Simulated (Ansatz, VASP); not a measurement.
## TiRh in VASP and in Ansatz

The input INCAR:

```
SYSTEM = TiRh
PREC = Accurate
ENCUT = 600
EDIFF = 1E-7
ISMEAR = -1
SIGMA = 0.15
LREAL = .FALSE.
LASPH = .TRUE.
NELM = 100
ALGO = Normal
ISIF = 3
LWAVE = .FALSE.
LCHARG = .FALSE.
GGA = CA
IBRION = 2
NSW = 80
EDIFFG = -0.001
```

Contents of KPOINTS:

```
Automatic mesh
0
G
  14 14 12
  0 0 0
```

POSCAR

```
TiRh
1.0
    2.9001087339      0.0000000000      0.0000000000
    0.0000000000      2.9001087339      0.0000000000
    0.0000000000      0.0000000000      3.3426011903
Ti Rh
1 1
Direct
    0.5000000000      0.5000000000      0.5000000000
    0.0000000000      0.0000000000      0.0000000000
```

Input for Ansatz:

```yaml
crystal:
  lattice:
    - [2.9001087339, 0.0, 0.0]
    - [0.0, 2.9001087339, 0.0]
    - [0.0, 0.0, 3.3426011903]
  atoms:
    - { symbol: Ti, position: [0.5, 0.5, 0.5] }
    - { symbol: Rh, position: [0.0, 0.0, 0.0] }
basis:
  ecutwfc: 420
kpoints:
  mp_grid: { grid: [14, 14, 12] }
hamiltonian:
  xc: lda
scf:
  occupations: { method: fermi_dirac, width: 0.15 }
output:
  forces: true
  stress: true
  eigenvalues: true
relax:
  adjacent_minimum: "off"
  f_tol: 0.001
  max_steps: 60
  cell: { stress_tol: 0.01 }
```

Alike in both runs: task relaxation of cell and atoms; functional LDA; k mesh 14 × 14 × 12; occupations fermi-dirac, width 0.15 eV; no spin polarisation.

|  | VASP | Ansatz |
| --- | --- | --- |
| version | VASP 6.6.1 | Ansatz 0.2.0 |
| potentials or method | VASP PAW LDA potentials, release 64 (Ti_sv, Rh_pv) | scalar-relativistic, plane waves, PAW |
| plane-wave cutoff (eV) | 600 | 420 |
| valence electrons in the cell | 27 | 29 |

Ansatz gave:

| Property | Result |
| --- | --- |
| gap on the k mesh at the Fermi level, each at its own relaxed structure (eV) | none |
| relaxed volume (Å³/atom) | 14.08 |
| relaxed cell length with the largest relative difference (Å) | 2.902 |

Problem. What did VASP give for the same quantities?

Solution. gap on the k mesh at the Fermi level, each at its own relaxed structure (eV): none; relaxed volume (Å³/atom): 14.11; relaxed cell length with the largest relative difference (Å): 2.904.

A gap of «none» marks a metal or a gap that the smearing closes. The two sets of potentials don't hold the same shells in valence.
